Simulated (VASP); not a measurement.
Input for VASP

File POSCAR:
```
MgF2
1
    4.2313716698     0.0000000000     0.0000000000
   -0.0000000000     4.2313716698     0.0000000000
    0.0000000000     0.0000000000     2.8320123285
Mg F
2 4
Direct
  0.0000000000   0.0000000000   0.0000000000
  0.5000000000   0.5000000000   0.5000000000
  0.3008201545   0.3008201545   0.0000000000
  0.8008201545   0.1991798455   0.5000000000
  0.1991798455   0.8008201545   0.5000000000
  0.6991798455   0.6991798455   0.0000000000
```

**INCAR**
```
ALGO=Normal
EDIFF=1E-6
EDIFFG=-0.02
ENCUT=620
GGA=PS
IBRION=2
ISIF=3
ISMEAR=0
LASPH=.TRUE.
LCHARG=.FALSE.
LREAL=.FALSE.
LWAVE=.FALSE.
NELM=100
NSW=40
PREC=Accurate
PSTRESS=450
SIGMA=0.05
SYSTEM=MgF2
```

### KPOINTS
```
Automatic mesh
0
Gamma
5 5 8
0 0 0
```

POTCAR, in this order: Mg F (PBE.64 set). Program: vasp_std.

Q: Write an equivalent input for Ansatz.

A: One equivalent input (not run):
Ansatz 0.2 input:
```yaml
crystal:
  lattice:
    - [4.2313717, 0.0000000, 0.0000000]
    - [0.0000000, 4.2313717, 0.0000000]
    - [0.0000000, 0.0000000, 2.8320123]
  atoms:
    - { symbol: Mg, position: [0.0000000, 0.0000000, 0.0000000] }
    - { symbol: Mg, position: [0.5000000, 0.5000000, 0.5000000] }
    - { symbol: F, position: [0.3008202, 0.3008202, 0.0000000] }
    - { symbol: F, position: [0.8008202, 0.1991798, 0.5000000] }
    - { symbol: F, position: [0.1991798, 0.8008202, 0.5000000] }
    - { symbol: F, position: [0.6991798, 0.6991798, 0.0000000] }
kpoints:
  mp_grid: { grid: [5, 5, 8] }
hamiltonian:
  xc: pbesol
  pseudopotentials: { kind: paw }
scf:
  occupations: { method: gaussian, width: 0.05 }
  max_iter: 100
relax:
  max_steps: 40
  f_tol: 0.02
  cell: { p_target: 45 }
output: { forces: true, stress: true, eigenvalues: true }
```
What does not carry over: each code has its own PAW files, so the cut-off isn't converted (ENCUT is set for VASP's; basis.ecutwfc is left out, and Ansatz then takes the one that its files recommend); Ansatz stops its SCF on the density residual and VASP on the energy change (EDIFF).

The compound is MgF2 in the rutile structure. It was relaxed first under an external pressure of 45 GPa.
